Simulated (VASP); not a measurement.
Here is the system:

```
NiO
1.0
    4.26360     2.13180     2.13180
    2.13180     4.26360     2.13180
    2.13180     2.13180     4.26360
Ni O
2 2
Direct
  0.00000   0.00000   0.00000
  0.50000   0.50000   0.50000
  0.25000   0.25000   0.25000
  0.75000   0.75000   0.75000
```
Starting moments (μB, in the order of the record's atoms Ni Ni O O): 2.0 -2.0 0.0 0.0.

The numbers are results of PBE GGA + U (Dudarev), VASP's PBE PAW potentials (set 64) (plane waves; VASP 6.6.1), not measurements. Run with 520 eV cut-off, 8×8×8 Γ-centred mesh, Gaussian smearing of 0.050 eV, potentials Ni O, U − J: Ni 2.00 eV.

**Question.** Give the stress tensor in GPa (positive for a compressed cell).

**Answer.** 
```
-8.41  -0.11  -0.11
-0.11  -8.41  -0.11
-0.11  -0.11  -8.41
```
The pressure is its mean diagonal, -8.41 GPa.

The compound is NiO in the rock salt, AFM-II order structure. The cell was not relaxed at this level. The run is one of a series of settings (LDAU = .TRUE., LDAUJ = 0 0, LDAUL = 2 -1, LDAUTYPE = 2, LDAUU = 2.0 0 against the base run), some of them coarse on purpose.
